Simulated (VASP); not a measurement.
A run of VASP 6.6.1:

File INCAR:

```
  PREC = Accurate
  ENCUT = 520
  EDIFF = 1E-6
  ISMEAR = -1
  SIGMA = 0.15
  LREAL = Auto
  LASPH = T
  NELM = 100
  ALGO = Fast
  ISIF = 2
  LWAVE = F
  LCHARG = F
  GGA = PS
  NBANDS = 39
```

File KPOINTS:

```
regular mesh
0
Gamma
  3 3 1
```

The input POSCAR:

```
MgAl16
1.0
    5.7275650000      0.0000000000      0.0000000000
    2.8637820000      4.9602170000      0.0000000000
    0.0000000000      0.0000000000     18.0148060000
Al Mg
16 1
Direct
    0.0000000000      0.0000000000      0.0555098956
    0.5000000873      0.0000000000      0.0555098956
   -0.0000000504      0.5000001008      0.0555098956
    0.5000000369      0.5000001008      0.0555098956
    0.1666811130      0.1667005698      0.1852895335
    0.6681848258      0.1637785202      0.1847973273
    0.1637511795      0.6682165317      0.1847883347
    0.6681428302      0.6681788317      0.1847667413
   -0.1692296739      0.3351833196      0.3138278036
    0.3344595924      0.3347597494      0.3139837864
   -0.1666182946      0.8334863172      0.3148250944
    0.3350433635      0.8307515578      0.3137704064
    0.0043486643      0.0039453919      0.4415233225
    0.4931713438      0.0027212519      0.4424441762
    0.0026083991      0.4937967432      0.4427786233
    0.4997099613      0.4990759477      0.4476186421
    0.8362407587      0.8415702378      0.5700930113
```

Potentials or basis: VASP PAW PBE potentials, release 64 (Al, Mg).

The run is started by

```sh
$ cat potpaw_PBE.64/Al/POTCAR potpaw_PBE.64/Mg/POTCAR > POTCAR
$ mpirun -np 1 vasp_std > vasp.out
```

Hardware: 1 thread of Intel(R) Xeon(R) 6975P-C (Granite Rapids) (shared host).

Q: How long does it take, and how much memory?

A: Wall time 2.2 min on 1 thread of Intel(R) Xeon(R) 6975P-C (Granite Rapids), on a shared host, peak memory 0.62 GiB. Counts: scf iterations 20, k points 5.
